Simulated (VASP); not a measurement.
Here is the system:

```xyz
2
Lattice="0.0000 2.5667 2.5667 2.5667 0.0000 2.5667 2.5667 2.5667 0.0000" Properties=species:S:1:pos:R:3 pbc="T T T"
Be     5.1333     2.5667     2.5667
Se     1.2833     1.2833     1.2833
```

Level of theory: PBEsol GGA with spin-orbit coupling, VASP's PBE PAW potentials (set 64) (plane waves; VASP 6.6.1). Settings: 400 eV cut-off, 8×8×8 Γ-centred mesh, Gaussian smearing of 0.050 eV, potentials Be Se.

Question: Predict the energy per atom (σ→0), band gap (over mesh and band path) with the smallest direct gap where there is one.

Answer: 
| Quantity | Value |
|---|---|
| band gap (over mesh and band path) | 2.31 eV |
| smallest direct gap (over mesh and band path) | 4.13 eV |
| energy per atom (σ→0) | -456.6 kJ/mol of atoms |

Total energies compare only between runs with the same potentials, cut-off and functional.

The compound is BeSe in the zinc blende structure. It was relaxed first.
